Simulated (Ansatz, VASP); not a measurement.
**GaN in two plane-wave programs**

One calculation is typed for both programs; each brings its own data sets. How far apart do they land? The cell is taken from a series of runs on this material, whose earlier steps may have relaxed, scaled, displaced or heated it; both programs get it as it stands.

Method: plane waves, with VASP 6.6.1 beside it; zone-centre phonons at LDA, in Ansatz 0.2.0.

## Step 1: The structure

The structure is trigonal, space group R3m (No. 160). The conventional cell has a = 3.119 Å, b = 3.119 Å, c = 7.752 Å, α = 90.00°, β = 90.00°, γ = 120.00°. Nearest to N lie 4 Ga at 1.92 to 1.93 Å. Nearest to Ga lie 4 N at 1.92 to 1.93 Å. Farther neighbours and most contacts between anions are not listed.

## Step 2: Ansatz: zone-centre phonons, LDA, pair 1

Ansatz runs on its PAW soft_1 files.

Second derivatives magnify differences that forces hide, and they need a tight electronic threshold.

input.yaml reads:

```yaml
crystal:
  lattice:
    - [0.021712732, 2.2270392179, 2.2270392179]
    - [2.2270392179, 0.021712732, 2.2270392179]
    - [2.2270392179, 2.2270392179, 0.021712732]
  atoms:
    - { symbol: "N", position: [0.2492181693, 0.2492181693, 0.2492181693] }
    - { symbol: Ga, position: [0.0007818307, 0.0007818307, 0.0007818307] }
kpoints:
  mp_grid: { grid: [12, 12, 12] }
hamiltonian:
  xc: lda
  pseudopotentials: { kind: paw, azcp: { folder: soft_1 }, xc_functional: pbe }
scf:
  occupations: { method: fixed }
output:
  eigenvalues: true
phonons:
  method: dfpt
  dielectric: true
  rigid_motions: translations
```

Run with:

```
ansatz run input.yaml --threads 4 --pin off --max-ram 10240MiB --backend cpu --events-out ev --progress --plain --runs-dir out
```

Numbers of over 12 decimals in the logs are rounded to 6 here.

What it wrote:

```text
Engine: ansatz 0.2.0, x86_64-unknown-linux-gnu
Pseudopotentials: kind: paw
Pseudopotential: N, paw, valence charge 5, recommended cutoff 420 eV (normal), soft_1/N.paw.azcp
Pseudopotential: Ga, paw, valence charge 13, recommended cutoff 420 eV (normal), soft_1/Ga.paw.azcp
Functional definition: SPW92
  exchange = slater_x
  correlation = pw_c
Crystal: 2 atoms, lattice volume = 21.768 Å³
Basis set: ecut = 420 eV, 411 PW (Γ), exchange–correlation on 48×48×48 points (8 copies of the dense FFT grid, shifted against one another)
Bands: 13, of which v1, the nominal top of the filled ones, is band 9 counted from 1 (8 counted from 0)
Symmetry: 6 space group operations
k-points: 476 of 1728 (irreducible under 2 space group operations, time reversal used)
Non-local potential: N, projectors of the file, l = 0: 2, l = 1: 2, l = 2: 1
Non-local potential: Ga, projectors of the file, l = 0: 2, l = 1: 2, l = 2: 3, l = 3: 1
PAW form: soft (Blöchl's): semilocal exchange-correlation on the pseudo side does not see the compensation charge
PAW frozen core: N, regenerated for the run's functional, and the local potential with it (the file was generated under x = pbe(κ = 0.804, μ = 0.219515), c = pbe(β = 0.066725))
PAW frozen core: Ga, regenerated for the run's functional, and the local potential with it (the file was generated under x = pbe(κ = 0.804, μ = 0.219515), c = pbe(β = 0.066725))
PAW one-centre angular grid: N, 110 points (default); XC on 64 Gauss nodes
PAW one-centre angular grid: Ga, 590 points (default); XC on 64 Gauss nodes
Initial density: superposition of atomic densities (chi_scale 0.1, normalization cell, long waves kept (reshape's long-wave potential 0.00 eV rms))
Initial wavefunctions: pseudopotential atomic-orbital guess
Functional: x = slater, c = lda
SCF iter   1: F=—  HF=-4082.746434 eV  |F-HF|=—  |Δ(HF+E_count)|=         —  Δρ=1.09e-1  dr2=2.28e0  ethr=3.10e-3  ⟨swp⟩=4.0  Hψ=27431  notcnv=0  defer=608
preconditioner: auto → none  [insulator: Δε(μ)=2.928 eV  Ē_g=19.438 eV  n_scr=8 (ndim 8)  ℏωp=33.8 eV  f_vac=0.000  ε∞_Penn≈4.0]
SCF iter   2: F=—  HF=-4082.207846 eV  |F-HF|=—  |Δ(HF+E_count)|=   5.39e-1  Δρ=5.93e-2  dr2=4.68e-1  ethr=3.10e-3  ⟨swp⟩=2.1  Hψ=15176  notcnv=0  defer=134
SCF iter   3: F=—  HF=-4082.091620 eV  |F-HF|=—  |Δ(HF+E_count)|=   1.16e-1  Δρ=1.92e-2  dr2=3.92e-2  ethr=2.60e-3  ⟨swp⟩=2.0  Hψ=8759  notcnv=0  defer=952
SCF iter   4: F=—  HF=-4082.084043 eV  |F-HF|=—  |Δ(HF+E_count)|=   7.58e-3  Δρ=7.77e-3  dr2=5.66e-3  ethr=2.18e-4  ⟨swp⟩=2.0  Hψ=12111  notcnv=0  defer=952
SCF iter   5: F=—  HF=-4082.081218 eV  |F-HF|=—  |Δ(HF+E_count)|=   2.82e-3  Δρ=8.59e-4  dr2=4.41e-5  ethr=3.15e-5  ⟨swp⟩=2.0  Hψ=11293  notcnv=0  defer=952
SCF iter   6: F=—  HF=-4082.081206 eV  |F-HF|=—  |Δ(HF+E_count)|=   1.24e-5  Δρ=1.28e-4  dr2=1.62e-6  ethr=2.45e-7  ⟨swp⟩=2.0  Hψ=9098  notcnv=0  defer=40
SCF iter   7: F=—  HF=-4082.081206 eV  |F-HF|=—  |Δ(HF+E_count)|=   7.17e-8  Δρ=1.27e-5  dr2=1.61e-8  ethr=8.98e-9  ⟨swp⟩=2.3  Hψ=8396  notcnv=0
SCF iter   8: F=—  HF=-4082.081206 eV  |F-HF|=—  |Δ(HF+E_count)|=   1.98e-9  Δρ=1.18e-6  dr2=1.99e-10  ethr=8.92e-11  ⟨swp⟩=2.0  Hψ=8658  notcnv=0
SCF iter   9: F=-4082.081206 eV  HF=-4082.081206 eV  |F-HF|=7.28e-12  |Δ(HF+E_count)|=  6.28e-11  Δρ=2.86e-7  dr2=9.39e-12  ethr=1.00e-12  ⟨swp⟩=6.1  Hψ=32144  notcnv=0
SCF 1 converged in 9 iterations: F = -4082.081206 eV  dr2 = 9.39e-12
  greatest PAW one-centre occupation: 0.996 electrons in one spin orbital (limit 2), on the Ga atom at site 1 (counted from 0), in its partial waves of l = 2
NSCF: frozen V_eff on 5 k-points
DFPT response loops at Γ: preconditioner auto → none (the input reference at scf.mixing.eps_inf says where Resta's filter doesn't serve); β = 0.50; Broyden in place of MSR1
── the response to a field inside a basis, on 12×12×12 k-points: an SCF that follows is theirs, and a resumed run solves both again ──
Bands: 10, of which v1, the nominal top of the filled ones, is band 9 counted from 1 (8 counted from 0)
k-points: 182 of 1728 (time reversal used)
Initial density: handed on by an earlier stage of this run
Initial wavefunctions: pseudopotential atomic-orbital guess (no wavefunctions were taken with the density)
Eigensolver: Dense (182 Hₖ)
SCF iter   1: F=—  HF=-4082.083233 eV  |F-HF|=—  |Δ(HF+E_count)|=         —  Δρ=5.13e-4  dr2=9.83e-6  ethr=1.00e-1
preconditioner: auto → none  [insulator: Δε(μ)=2.238 eV  Ē_g=15.503 eV  n_scr=8 (ndim 8)  ℏωp=33.8 eV  f_vac=0.000  ε∞_Penn≈5.7]
SCF iter   2: F=—  HF=-4082.083231 eV  |F-HF|=—  |Δ(HF+E_count)|=   1.18e-6  Δρ=2.80e-4  dr2=4.66e-6  ethr=5.46e-8
SCF iter   3: F=—  HF=-4082.083233 eV  |F-HF|=—  |Δ(HF+E_count)|=   1.12e-6  Δρ=1.12e-4  dr2=2.31e-6  ethr=2.59e-8
SCF iter   4: F=-4082.083232 eV  HF=-4082.083232 eV  |F-HF|=5.09e-9  |Δ(HF+E_count)|=   1.04e-6  Δρ=1.35e-5  dr2=1.48e-8  ethr=1.28e-8
SCF 1 converged in 4 iterations: F = -4082.083232 eV  dr2 = 1.48e-8
DFPT response loops at Γ: mixed as the last ones told, above
SCF converged after 9 iterations
Free energy (F): -4082.081206 eV
Harris-Foulkes:  -4082.081206 eV  (|F-HF|=7.28e-12)
Internal energy: -4082.081206 eV  (E = F + TS)
E sigma→0 (E₀):  -4082.081206 eV
Fermi energy:    10.087145 eV
--- Per-component energies (eV) ---
  E_band       = -0.940021
  E_kinetic    = 242.457232
  E_local      = -1377.886529  (includes V_loc(G=0)·N_el)
  E_nonlocal   = -51.719567
  E_hartree    = 878.956550
  E_xc         = -122.089311
  E_vxc        = -131.750088  (∫ρ·V_xc dr)
  E_paw        = -2039.395104  (= ΣΔE_a)
  E_vpaw       = -439.954826  (= ΣTr[D̂ρ^β])
  E_aug_tail   = 0.000630  (compensation charges beyond the density's cutoff)
  E_ewald      = -1614.213632
  E_core_change = 1.808525  (= ΣΔE_core)
  E_smearing   = -0.000000  (= −TS)
  E_closure    = 0.000000  (closes the sum)
  Σ components = -4082.081206   (vs F -4082.081206, Δ=0.00e0)
--- Band table (eV; the first three rows and the last of 476) ---
  k-point 0: bands = [... 5 lower, -3.2281, 9.9807, 10.0871, 10.0871, 12.1076, 20.2701, 20.6078, 20.6078]
  k-point 1: bands = [... 5 lower, -3.2293, 9.2729, 9.9114, 10.0045, 12.7177, 20.1620, 20.4663, 20.7258]
  k-point 2: bands = [... 5 lower, -3.2299, 7.7837, 9.6964, 9.7891, 13.6357, 19.4761, 20.7230, 20.9505]
  k-point 475: bands = [... 5 lower, -1.8984, 2.5351, 9.0771, 9.0771, 15.0758, 18.8383, 20.6846, 20.6846]
--- Phonons (Γ-DFPT): 2 representative perturbations + reference, on 476 of 1728 k-points (Σ response iterations 6) ---
  k mesh reduced under 2 symmetry operations, with k and −k counted as one. Each operation leaves every solved perturbation unchanged. A smaller set is not considered because the run solves the response to a homogeneous field
  ASR residual: 1.955e-4 → 0.000e0 eV/Å²; symmetrization residual: 1.501e-6 eV/Å²
  ASR residual per site (eV/Å²): 1.95e-4 5.53e-5
  Γ frequencies (cm⁻¹): 0.00 0.00 0.00 560.61 567.63 567.63
  ε∞ (high-frequency dielectric tensor):
        5.683407     0.034243     0.034243
        0.034243     5.683407     0.034243
        0.034243     0.034243     5.683407
  ε⁰ (static dielectric tensor: ions relaxed, cell fixed):
        9.862644     0.098029     0.098029
        0.098029     9.862644     0.098029
        0.098029     0.098029     9.862644
  ε⁰ − ε∞ (ionic part):
        4.179238     0.063786     0.063786
        0.063786     4.179238     0.063786
        0.063786     0.063786     4.179238
  softest optical mode at Γ: 560.61 cm⁻¹; the repairs (sum rule, projections) moved no ω² at Γ by more than (2.00 cm⁻¹)²
  Born effective charges Z* (e; rows j = field, columns β = displacement):
    site 0:
        -2.62473   -0.00901   -0.00901
        -0.00901   -2.62473   -0.00901
        -0.00901   -0.00901   -2.62473
    site 1:
         2.62473    0.00901    0.00901
         0.00901    2.62473    0.00901
         0.00901    0.00901    2.62473
  Z* charge neutrality: 5.766e-4 e pre-enforcement
  solved inside a basis spanned on kpoints, on 12×12×12 k-points, its susceptibility summed on 16×16×16: ε∞ is read to err by 1.7e-2, Z* by 1.4e-2 e (field_mesh: kpoints solves on kpoints); Z* is corrected for what the basis lacks
  optical modes at Γ without the LO–TO term, one row a degenerate level:
      ω (cm⁻¹)  modes    IR ((D/Å)²/amu)
        560.61      1            13.8145
        567.63      2            27.0665
  optical modes at Γ + LO–TO along q̂ = [1.0000, 0.0000, 0.0000]:
      ω (cm⁻¹)  modes    IR ((D/Å)²/amu)
        562.94      1            13.7236
        567.63      1            13.5332
        744.66      1            13.6241
  optical modes at Γ + LO–TO along q̂ = [0.0000, 1.0000, 0.0000]:
      ω (cm⁻¹)  modes    IR ((D/Å)²/amu)
        562.94      1            13.7236
        567.63      1            13.5332
        744.66      1            13.6241
  optical modes at Γ + LO–TO along q̂ = [0.0000, 0.0000, 1.0000]:
      ω (cm⁻¹)  modes    IR ((D/Å)²/amu)
        562.94      1            13.7236
        567.63      1            13.5332
        744.66      1            13.6241
```

(Part 1 of 3 ends here.)

[Lines on the potential files, build, host, timing and source positions are cut from VASP's logs without a mark.]

[Logs are printed without paths, hosts, clocks, repeated set-up lines and the standing remarks that a program may print on its own settings, such as how far it seeks lower states.]

[Hosts, paths, dates, database ids (printed as entryN), source tags and the programs' standing remarks are cut or masked in the printed files.]
